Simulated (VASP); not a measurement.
VASP runs on Rb (bcc) share one base input (PBE GGA, plane waves, VASP's PBE PAW potentials (set 64)) and change the settings named in each case.

**KPOINTS**
```
Automatic mesh
0
Gamma
8 8 8
0 0 0
```

POSCAR:
```
Rb
1
   -2.8815000000     2.8815000000     2.8815000000
    2.8815000000    -2.8815000000     2.8815000000
    2.8815000000     2.8815000000    -2.8815000000
Rb
1
Direct
  0.0000000000   0.0000000000   0.0000000000
```

**INCAR**
```
SIGMA=0.1   # width (eV)
NELM=100   # most electronic steps
ISMEAR=1
ALGO=Normal   # blocked Davidson
GGA=PE
LMAXMIX=4
LASPH=T   # aspherical one-centre terms
ENCUT=400
LCHARG=F
EDIFF=1E-6   # SCF stop (eV)
LWAVE=F
SYSTEM=Rb
PREC=Accurate
ISIF=2   # forces and stress, cell fixed
LREAL=F   # projection in real space or not
```

POTCAR, in this order: Rb_sv (PBE.64 set). Program: vasp_std.

```csv
change,E(σ→0) (eV/atom),pressure (GPa),−TS (eV),irreducible k-points
base run,-0.9275,-0.12,-0.0014,29
KPOINTS 1×1×1 Γ-centred mesh,-1.9491,-0.47,-0.0282,1
KPOINTS 3×3×3 Γ-centred mesh,-1.0149,-0.22,-0.0013,4
KPOINTS 6×6×6 Γ-centred mesh,-0.9153,-0.11,-0.0060,16
KPOINTS 10×10×10 Γ-centred mesh,-0.9309,-0.12,-0.0008,47
KPOINTS 12×12×12 Γ-centred mesh,-0.9327,-0.13,-0.0008,72
```

Left out are runs that ran out of time, are held back, or changed the cell or the kind of run, fixed moments of cells without a moment, rows past the twelfth, gaps on odd meshes, pressures of charged cells and columns that move by less than the noise.

The compound is Rb in the bcc structure. The cell was not relaxed at this level.
